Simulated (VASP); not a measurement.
Wanted: the native input for a VASP 6.6.1 run.

```yaml
Task: relaxation of cell and atoms
Functional: PBE
Potentials_or_basis: VASP PAW PBE potentials, release 64 (Si, Ge_d)
Cutoff: 600 eV
k_mesh: 6 × 6 × 2
Occupations: gaussian, width 0.1 eV
Spin: no spin polarisation
Dipole_correction: no
Further_INCAR_settings: ALGO = Normal; EDIFF = 1e-06; IBRION = 2; EDIFFG = -0.04; NSW = 90; ISIF = 3
```

The structure of Si3Ge lies in POSCAR:

```
Si3Ge
1.0
    3.2088792900      0.0000000000      0.0000000000
   -1.6044396400      2.7789709800      0.0000000000
    0.0000000000      0.0000000000      7.5762546500
Si Ge
3 1
Direct
    0.0000000000      0.0000000000      0.5000000000
    0.0000000000      0.0000000000      0.7048046000
    0.0000000000      0.0000000000      0.2951954000
    0.0000000000      0.0000000000      0.0000000000
```

The cell was built by a generator and needn't be a form met in nature.

The cell isn't the ideal one: random cell by space group and Wyckoff sites (P6/mmm, No. 191).

The input as run:

INCAR

```
PREC = Accurate
ENCUT = 600
EDIFF = 1E-6
ISMEAR = 0
SIGMA = 0.1
LREAL = False
LASPH = True
NELM = 100
ALGO = Normal
ISIF = 3
LWAVE = False
LCHARG = False
GGA = PE
IBRION = 2
NSW = 90
EDIFFG = -0.04
```

KPOINTS

```
Automatic mesh
0
Gamma
  6 6 2
```

Potentials or basis: VASP PAW PBE potentials, release 64 (Si, Ge_d).

Launch:

```console
$ cat potpaw_PBE.64/Si/POTCAR potpaw_PBE.64/Ge_d/POTCAR > POTCAR
$ mpirun -np 1 vasp_std > vasp.out
```

It gave:

```json
{"Relaxed volume": "16.48 Å³/atom", "Relaxed cell": "a = 2.655 Å, b = 2.655 Å, c = 10.798 Å, α = 90.00°, β = 90.00°, γ = 120.00°", "Space group after relaxing (to 0.05 Å)": "P6/mmm (No. 191)", "Energy gained by relaxing": "4639.8 meV/atom", "Ionic steps": "37", "Pressure after relaxing": "0.2 GPa", "Largest force after relaxing": "0.027 eV/Å"}
```

Caveat: the k mesh is coarse (spacing up to 0.41 Å⁻¹), so the values aren't converged.

Wall time 11 min on 1 thread of Intel(R) Xeon(R) Platinum 8559C (Emerald Rapids), with other jobs on the host, peak memory 0.23 GiB.
